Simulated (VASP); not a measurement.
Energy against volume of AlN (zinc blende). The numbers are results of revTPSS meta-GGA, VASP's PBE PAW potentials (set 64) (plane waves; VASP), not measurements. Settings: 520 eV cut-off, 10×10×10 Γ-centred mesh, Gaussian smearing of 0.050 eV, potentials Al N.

```csv
V (Å³/atom),E (eV/atom)
10.211,-8.93205
10.526,-8.93859
10.842,-8.93318
11.158,-8.91745
```

### Question
Fit these four points and predict the energy of the run at 9.895 Å³/atom.

### Answer
A cubic in V^(−2/3), the third-order Birch-Murnaghan form, passes through the four points with V0 = 10.53 Å³/atom and B0 = 202 GPa, and gives -8.9116 eV/atom there. The run gave -8.9116 eV/atom, -0.1 meV/atom from the fit; all five points give B0 = 201 GPa.

The compound is AlN in the zinc blende structure, a metastable form; wurtzite is the usual one. It was relaxed first.
